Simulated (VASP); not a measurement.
ScSi2, 3 atoms in the cell. It takes space group P6/mmm (No. 191, hexagonal). The conventional cell has a = 3.660 Å, b = 3.660 Å, c = 3.870 Å, α = 90.00°, β = 90.00°, γ = 120.00°. Sc (site symmetry 6/mmm) has 12 Si at 2.87 Å as nearest neighbours. Si (site symmetry -6m2) has 3 Si at 2.11 Å as nearest neighbours. 

```yaml
Program: VASP 6.6.1
Task: single point
Functional: PBE
Potentials_or_basis: VASP PAW PBE potentials, release 64 (Sc_sv, Si)
Cutoff: 520 eV
k_mesh: 8 × 8 × 7
Occupations: gaussian, width 0.1 eV
Spin: no spin polarisation
Further_INCAR_settings: ALGO = Fast; EDIFF = 1e-06; NBANDS = 16
```

Potentials or basis: VASP PAW PBE potentials, release 64 (Sc_sv, Si).

The run is started by

```bash
$ cat potpaw_PBE.64/Sc_sv/POTCAR potpaw_PBE.64/Si/POTCAR > POTCAR
$ mpirun -np 1 vasp_std > vasp.out
```

Hardware: 1 thread of Intel(R) Xeon(R) Platinum 8488C (Sapphire Rapids) (shared host).

**Question.** How long does it take, and how much memory?

**Answer.** It took 40 s on 1 thread of Intel(R) Xeon(R) Platinum 8488C (Sapphire Rapids), with other jobs on the host, peak memory 0.16 GiB. Counts: scf iterations 20, k points 40.
